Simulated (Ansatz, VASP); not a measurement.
# Ti (Ti strained to the junction's net): VASP beside Ansatz

One calculation is typed for both programs; each brings its own data sets. How far apart do they land? The structure shown is the end of the Ansatz relaxation below.

Calculated with Ansatz 0.2.0; plane waves, with VASP 6.6.1 beside it; single point at PBE.

**1. The structure**

The structure is hexagonal, space group P6_3/mmc (No. 194). The conventional cell has a = 2.934 Å, b = 2.934 Å, c = 4.662 Å, α = 90.00°, β = 90.00°, γ = 120.00°. Nearest to Ti lie 12 Ti at 2.88 to 2.93 Å.

**2. Ansatz: relaxation, PBE**

Ansatz runs on its default PAW (the set named soft_2) files.

This run makes the geometry at which the two programs are then compared.

input.yaml

```yaml
crystal:
  lattice:
    - [2.934, 0.0, 0.0]
    - [-1.467, 2.5409185347, 0.0]
    - [0.0, 0.0, 4.645556314]
  atoms:
    - { symbol: Ti, position: [0.0, 0.0, 0.0] }
    - { symbol: Ti, position: [0.3333333333, 0.6666666667, 0.5] }
kpoints:
  mp_grid: { grid: [18, 18, 7] }
scf:
  occupations: { method: fermi_dirac, width: 0.1 }
  max_iter: 150
hamiltonian:
  xc: pbe
relax:
  f_tol: 0.01
  max_steps: 40
  cell: { fix: [a, b, angles] }
```

On the command line:

```bash
ansatz run input.yaml --threads 4 --pin off --max-ram 12288MiB --backend cpu --events-out ev --progress --plain --runs-dir out
```

Numbers of over 12 decimals in the logs are rounded to 6 here.

The log of the run:

```text
Engine: ansatz 0.2.0, aarch64-unknown-linux-gnu
Pseudopotentials: kind: paw
Pseudopotential: Ti, paw, valence charge 12, recommended cutoff 420 eV (normal), Ti.paw.azcp
Functional definition: PBE
  parameter kappa = 0.804
  parameter beta = 0.066725
  exchange = pbe_x(kappa = kappa, mu = beta*pi^2/3)
  correlation = pbe_c(beta = beta)
Crystal: 2 atoms, lattice volume = 34.633 Å³
Basis set: ecut = 420 eV, 687 PW (Γ), exchange–correlation on 40×40×64 points (8 copies of the dense FFT grid, shifted against one another)
Bands: 16, of which v1, the nominal top of the filled ones, is band 12 counted from 1 (11 counted from 0)
Symmetry: 24 space group operations
Space group: P63/mmc (ITA 194), of the structure as read, at distance tolerance 3.3e-5 Å
k-points: 148 of 2268
Non-local potential: Ti, projectors of the file, l = 0: 3, l = 1: 2, l = 2: 3, l = 3: 1
PAW form: soft (Blöchl's): semilocal exchange-correlation on the pseudo side does not see the compensation charge
PAW one-centre angular grid: Ti, 590 points (default); XC on 64 Gauss nodes
Initial density: superposition of atomic densities (neutral atoms: chi_scale 0, normalization atom), corrected by the library's trained network
Initial wavefunctions: pseudopotential atomic-orbital guess
Functional: x = pbe(κ = 0.804, μ = 0.219515), c = pbe(β = 0.066725)
SCF iter   1: F=—  HF=-4999.369556 eV  |F-HF|=—  |Δ(HF+E_count)|=         —  Δρ=4.21e-3  dr2=2.76e-3  ethr=1.77e-3  ⟨swp⟩=3.6  Hψ=9544  notcnv=0
preconditioner: auto → none  [metal: Δε(μ)=0.007 eV  Ē_g=2.845 eV  σ=0.100 eV  W_gap=0.02  n_scr=8 (ndim 8)  ℏωp=17.8 eV  f_vac=0.000  D(μ)=2.19/eV (n_scr^D=22)  sad-step TF]
SCF iter   2: F=—  HF=-4999.369032 eV  |F-HF|=—  |Δ(HF+E_count)|=   5.24e-4  Δρ=2.18e-3  dr2=8.10e-4  ethr=1.15e-5  ⟨swp⟩=1.0  Hψ=3565  notcnv=0
SCF iter   3: F=—  HF=-4999.369232 eV  |F-HF|=—  |Δ(HF+E_count)|=   2.00e-4  Δρ=2.61e-4  dr2=1.01e-5  ethr=3.37e-6  ⟨swp⟩=2.3  Hψ=3451  notcnv=0
SCF iter   4: F=—  HF=-4999.369251 eV  |F-HF|=—  |Δ(HF+E_count)|=   1.91e-5  Δρ=7.72e-5  dr2=1.78e-6  ethr=4.20e-8  ⟨swp⟩=2.2  Hψ=3984  notcnv=0
iter 5 did not close the SCF: its close was put off for the readings that it lacked (scf_convergence_deferred on its scf_iter line)
SCF iter   5: F=-4999.369251 eV  HF=-4999.369251 eV  |F-HF|=2.53e-9  |Δ(HF+E_count)|=   5.33e-7  Δρ=9.28e-6  dr2=1.87e-8  ethr=7.42e-9  ⟨swp⟩=2.2  Hψ=3829  notcnv=0
SCF iter   6: F=-4999.369251 eV  HF=-4999.369251 eV  |F-HF|=1.46e-11  |Δ(HF+E_count)|=   7.15e-9  Δρ=6.64e-7  dr2=8.37e-11  ethr=7.79e-11  ⟨swp⟩=1.9  Hψ=7186  notcnv=0
SCF 1 converged in 6 iterations: F = -4999.369251 eV  dr2 = 8.37e-11
  greatest PAW one-centre occupation: 0.999 electrons in one spin orbital (limit 2), on the Ti atom at site 1 (counted from 0), in its partial waves of l = 0
relax step   1: F+E_penalty+E_count = -4999.36925062 eV  Δ(F+E_penalty+E_count) = +0.000e0 eV  max|allowed force component| = 2.961e-16 eV/Å  Δτ_max = 0.0000 Å  P = +0.642 GPa  Ω = 34.633 Å³  fix = [a, b, alpha, beta, gamma]  reactions: a +0.638, b +0.638 GPa  (6 SCF iters, dr2 threshold 1.00e-7 eV, accepted)
[...]
relax step   2: F+E_penalty+E_count = -4999.36943982 eV  Δ(F+E_penalty+E_count) = -1.892e-4 eV  max|allowed force component| = 2.961e-16 eV/Å  Δτ_max = 0.0000 Å  P = +0.094 GPa  Ω = 34.801 Å³  energy of the carried Pulay correction = -1.562e-5 eV  fix = [a, b, alpha, beta, gamma]  reactions: a +0.269, b +0.269 GPa  (6 SCF iters, dr2 threshold 2.00e-7 eV, accepted)
[...]
relax step   3: F+E_penalty+E_count = -4999.36948244 eV  Δ(F+E_penalty+E_count) = -4.261e-5 eV  max|allowed force component| = 2.961e-16 eV/Å  Δτ_max = 0.0000 Å  P = +0.247 GPa  Ω = 34.753 Å³  energy of the carried Pulay correction = -1.122e-5 eV  fix = [a, b, alpha, beta, gamma]  reactions: a +0.372, b +0.372 GPa  (6 SCF iters, dr2 threshold 1.64e-7 eV, accepted)
[...]
relax step   4: F+E_penalty+E_count = -4999.36949218 eV  Δ(F+E_penalty+E_count) = -9.747e-6 eV  max|allowed force component| = 2.776e-16 eV/Å  Δτ_max = 0.0000 Å  P = +0.247 GPa  Ω = 34.753 Å³  fix = [a, b, alpha, beta, gamma]  reactions: a +0.372, b +0.372 GPa  stress off target by 2.98e-3 GPa on what of the cell is left free  SCF on the basis re-selected at this cell (its energy is not comparable with the rows above)  (8 SCF iters)
basis re-selected at this cell: Δ(F+E_penalty+E_count) = -9.747e-6 eV, ΔP = -0.000 GPa vs the last step (what re-selecting the basis moved, of the pressure what is left beyond the Pulay correction that the steps carried, after the strain that the cell walked since its last selection, with what the two solves' SCF thresholds leave and, on support functions, any second-order correction that the steps lacked; it is no m [...]
SCF converged after 8 iterations
Free energy (F): -4999.369492 eV
Harris-Foulkes:  -4999.369492 eV  (|F-HF|=0.00e0)
Internal energy: -4999.292508 eV  (E = F + TS)
E sigma→0 (E₀):  -4999.331000 eV
Entropy (-TS):   -0.076984 eV (-38.492 meV/atom)
Fermi energy:    13.353162 eV
--- Per-component energies (eV) ---
  E_band       = -314.924201
  E_kinetic    = 544.760476
  E_local      = -1626.232003  (includes V_loc(G=0)·N_el)
  E_nonlocal   = 16.116504
  E_hartree    = 668.007786
  E_xc         = -194.931878
  E_vxc        = -243.869535  (∫ρ·V_xc dr)
  E_paw        = -2095.137111  (= ΣΔE_a)
  E_vpaw       = -341.715443  (= ΣTr[D̂ρ^β])
  E_aug_tail   = 0.000229  (compensation charges beyond the density's cutoff)
  E_ewald      = -2311.876510
  E_smearing   = -0.076984  (= −TS)
  E_closure    = 0.000000  (closes the sum)
  Σ components = -4999.369492   (vs F -4999.369492, Δ=0.00e0)
--- Forces (eV/Å), atoms counted from 1 ---
  atom   1  Ti     0.00000000    -0.00000000     0.00000000
  atom   2  Ti     0.00000000     0.00000000    -0.00000000
  max |Σ_I F_I| component: 3.70e-17 eV/Å
--- Stress (GPa, compression-positive) ---
        0.371692       0.000000      -0.000000
        0.000000       0.371692       0.000000
       -0.000000       0.000000      -0.002976
  P = ⅓ Tr σ = 0.2468 GPa (2.468 kbar)
--- Band table (eV; the first three rows and the last of 148) ---
  k-point 0: bands = [... 8 lower, 7.1894, 10.6920, 14.1075, 14.1564, 14.1564, 14.2533, 14.6507, 14.6507]
  k-point 1: bands = [... 8 lower, 7.3605, 10.5983, 13.8369, 14.0835, 14.0835, 14.1590, 14.5606, 14.5606]
  k-point 2: bands = [... 8 lower, 7.8537, 10.2134, 13.4303, 13.9073, 13.9990, 13.9990, 14.3546, 14.3546]
  k-point 147: bands = [... 8 lower, 12.0811, 12.1621, 12.2857, 12.2857, 13.1798, 13.1798, 14.9253, 15.2467]
--- Relaxed structure (3 steps of the walk, 3 accepted, 1 SCFs on fresh bases) ---
  F+E_penalty+E_count = -4999.36949218 eV   max|allowed force component| = 2.776e-16 eV/Å   (the final SCF, on the basis selected at the relaxed cell)
  cell:  # Å, volume = 34.7534 Å³
    - [2.934000, 0, 0]
    - [-1.467000, 2.540919, 0]
    - [0, 0, 4.661722]
  atoms:
    - { symbol: Ti, position: [9.25185853962002e-18, -5.0885221963063406e-17, 0] }
    - { symbol: Ti, position: [0.333333, 0.666667, 0.5] }
```

**3. VASP: single point, PBE**

The same cell, functional, mesh and smearing now go to VASP, with its own data sets.

Lines of VASP's logs that name or quote its potential files are left out, and so is its time.

INCAR

```
SYSTEM = Ti
PREC = Accurate
ENCUT = 500
EDIFF = 1E-06
NELM = 120
ISMEAR = -1
SIGMA = 0.1
LREAL = .FALSE.
ALGO = Normal
GGA = PE
NBANDS = 18
LASPH = .TRUE.
LORBIT = 11
LWAVE = .FALSE.
LCHARG = .FALSE.
ISIF = 2
GGA_COMPAT = .FALSE.
```

POSCAR

```
Ti
1.0
    2.9340000000      0.0000000000      0.0000000000
   -1.4670000000      2.5409185347      0.0000000000
    0.0000000000      0.0000000000      4.6617216219
Ti
2
Direct
    0.0000000000      0.0000000000      0.0000000000
    0.3333333333      0.6666666667      0.5000000000
```

KPOINTS

```
Automatic mesh
0
Gamma
18 18 7
0 0 0
```

PAW data sets: Ti_sv (PBE family, release 64).

On the command line:

```bash
mpirun -np 1 vasp_std
```

The log of the run:

```text
[banner, memory and clock lines left out]
running    1 mpi-ranks, on    1 nodes
 distrk:  each k-point on    1 cores,    1 groups
 distr:  one band on    1 cores,    1 groups

 POSCAR found type information on POSCAR Ti
 POSCAR found :  1 types and       2 ions
 LDA part: xc-table for (Slater+PW92), standard interpolation
 POSCAR, INCAR and KPOINTS ok, starting setup
 FFT: planning ... GRIDC
 FFT: planning ... GRID_SOFT
 FFT: planning ... GRID
 WAVECAR not read
 entering main loop
       N       E                     dE             d eps       ncg     rms          rms(c)
DAV:   1     0.250059365890E+03    0.25006E+03   -0.12417E+04  5328   0.160E+03
DAV:   2     0.702105217346E+01   -0.24304E+03   -0.24009E+03  5436   0.447E+02
DAV:   3    -0.169786277016E+02   -0.24000E+02   -0.23697E+02  9970   0.122E+02
DAV:   4    -0.177440078005E+02   -0.76538E+00   -0.76401E+00  6146   0.214E+01
DAV:   5    -0.177804368485E+02   -0.36429E-01   -0.36421E-01  8394   0.352E+00    0.118E+01
DAV:   6    -0.157009882998E+02    0.20794E+01   -0.77999E+00  6312   0.291E+01    0.297E+00
DAV:   7    -0.156886785833E+02    0.12310E-01   -0.75567E-01  8164   0.665E+00    0.204E+00
DAV:   8    -0.157166017066E+02   -0.27923E-01   -0.21707E-01  6262   0.556E+00    0.716E-01
DAV:   9    -0.157073691416E+02    0.92326E-02   -0.52613E-02  6410   0.238E+00    0.628E-02
DAV:  10    -0.157076337231E+02   -0.26458E-03   -0.25878E-03  7866   0.357E-01    0.876E-02
DAV:  11    -0.157076816040E+02   -0.47881E-04   -0.19623E-04  6336   0.103E-01    0.311E-02
DAV:  12    -0.157076712614E+02    0.10343E-04   -0.33025E-05  6922   0.470E-02    0.771E-03
DAV:  13    -0.157076729093E+02   -0.16478E-05   -0.10032E-06  3940   0.102E-02    0.149E-03
DAV:  14    -0.157076733621E+02   -0.45285E-06   -0.36631E-07  3022   0.576E-03
   1 F= -.15707673E+02 E0= -.15668998E+02  d E =-.773515E-01
```

Parts of OUTCAR (step 3):

```text
ion  position               nearest neighbor table
   1  0.000  0.000  0.000-   2 2.88   2 2.88   2 2.88   2 2.88   2 2.88   2 2.88
   2  0.333  0.667  0.500-   1 2.88   1 2.88   1 2.88   1 2.88   1 2.88   1 2.88

  LATTYP: Found a hexagonal cell.
 ALAT       =     2.9340000000
 C/A-ratio  =     1.5888621752

 Subroutine GETGRP returns: Found 24 space group operations
 (whereof 12 operations were pure point group operations)

The static configuration has the point symmetry D_3h.
 The point group associated with its full space group is D_6h.

 Found    148 irreducible k-points:

   k-points           NKPTS =    148   k-points in BZ     NKDIM =    148   number of bands    NBANDS=     18

   dimension x,y,z NGX =    24 NGY =   24 NGZ =   36
   dimension x,y,z NGXF=    48 NGYF=   48 NGZF=   72

   ENCUT  =  500.0 eV  36.75 Ry    6.06 a.u.   5.35  5.35  8.50*2*pi/ulx,y,z

   NELECT =      24.0000    total number of electrons

 k-points in reciprocal lattice and weights: Automatic mesh
   0.00000000  0.00000000  0.00000000       0.000
   0.05555556 -0.00000000  0.00000000       0.003
   0.11111111 -0.00000000  0.00000000       0.003
   0.16666667  0.00000000  0.00000000       0.003
   0.22222222  0.00000000  0.00000000       0.003
   0.27777778 -0.00000000  0.00000000       0.003
   0.33333333  0.00000000  0.00000000       0.003
   0.38888889  0.00000000  0.00000000       0.003
   0.44444444  0.00000000  0.00000000       0.003
[...]
0.33333333  0.27777778  0.42857143       0.011
   0.33333333  0.33333333  0.42857143       0.002

 average (electrostatic) potential at core
       1 -72.4610       2 -72.4610

 E-fermi :   8.3098

 k-point     1 :       0.0000    0.0000    0.0000
  band No.  band energies     occupation
    ...
      6     -24.3988      2.00000
      7     -24.3692      2.00000
      8     -24.3692      2.00000
      9       2.1210      2.00000
     10       5.6435      2.00000
     11       9.0729      0.00097
     12       9.1104      0.00067
     13       9.1104      0.00067
     14       9.2050      0.00026
     15       9.6026      0.00000
    ...

 k-point     2 :       0.0556   -0.0000    0.0000
  band No.  band energies     occupation
    ...
      6     -24.4016      2.00000
      7     -24.3839      2.00000
      8     -24.3711      2.00000
      9       2.2082      2.00000
     10       5.7132      2.00000
     11       8.9020      0.00534
     12       8.9185      0.00453
     13       9.1719      0.00036
     14       9.3608      0.00005
     15       9.5578      0.00001
    ...

 k-point     3 :       0.1111   -0.0000    0.0000
  band No.  band energies     occupation
    ...
      6     -24.4260      2.00000
      7     -24.4101      2.00000
      8     -24.3766      2.00000
      9       2.4652      2.00000
     10       5.9107      2.00000
     11       8.5040      0.25086
     12       8.6368      0.07325
     13       9.3528      0.00006
     14       9.4073      0.00003
     15       9.5829      0.00001
    ...

  Total        0.0141616      0.0141616     -0.0684345      0.0000000      0.0000000      0.0000000
  in kB        0.6528691      0.6528691     -3.1549232      0.0000000      0.0000000      0.0000000
  external PRESSURE =      -0.6163950 kB  Pullay stress =       0.0000000 kB

  energy-cutoff  :      500.00
  volume of cell :       34.75
      direct lattice vectors                 reciprocal lattice vectors
     2.934000000  0.000000000  0.000000000     0.340831629  0.196779233  0.000000000
    -1.467000000  2.540918535  0.000000000     0.000000000  0.393558466  0.000000000
     0.000000000  0.000000000  4.661721622     0.000000000  0.000000000  0.214513024

 POSITION                                       TOTAL-FORCE (eV/Angst)
 -----------------------------------------------------------------------------------
      0.00000      0.00000      0.00000         0.000000      0.000000      0.000000
     -0.00000      1.69395      2.33086        -0.000000      0.000000      0.000000
 -----------------------------------------------------------------------------------
    total drift:                                0.000000     -0.000000     -0.000000

  FREE ENERGIE OF THE ION-ELECTRON SYSTEM (eV)
  ---------------------------------------------------
  free  energy   TOTEN  =       -15.7076733621 eV

  energy  without entropy=      -15.6303218426  energy(sigma->0) =      -15.66899760

 total charge
# of ion       s       p       d       tot
------------------------------------------
    1        2.249   6.121   1.880  10.250
    2        2.249   6.121   1.880  10.250
--------------------------------------------------
tot          4.499  12.241   3.761  20.501

[... 3 further parts left out ...]
```

The run ends at a pressure of -0.06 GPa.

**4. Side by side**

Known differences besides the potentials themselves: the cutoff is 420 eV in Ansatz and 500 eV in VASP; Ansatz's pressure holds a Pulay correction, VASP's none. Total energies have different zeros and are not compared.

The two programs side by side:

| quantity | Ansatz | VASP | difference |
| --- | --- | --- | --- |
| pressure (GPa) | 0.25 | -0.06 | +0.31 |

**5. Summary of results**

```
difference in pressure (single point, PBE) : 0.31 GPa
```

The difference in pressure is 0.31 GPa (single point, PBE), within the 1 GPa picked in this series as the mark of a large difference. How closely two codes agree says nothing of how well the functional describes the real material.

[Lines on the potential files, build, host, timing and source positions are cut from VASP's logs without a mark.]

[Logs are printed without paths, hosts, clocks, repeated set-up lines and the standing remarks that a program may print on its own settings, such as how far it seeks lower states.]

[Hosts, paths, dates, database ids (printed as entryN), source tags and the programs' standing remarks are cut or masked in the printed files.]
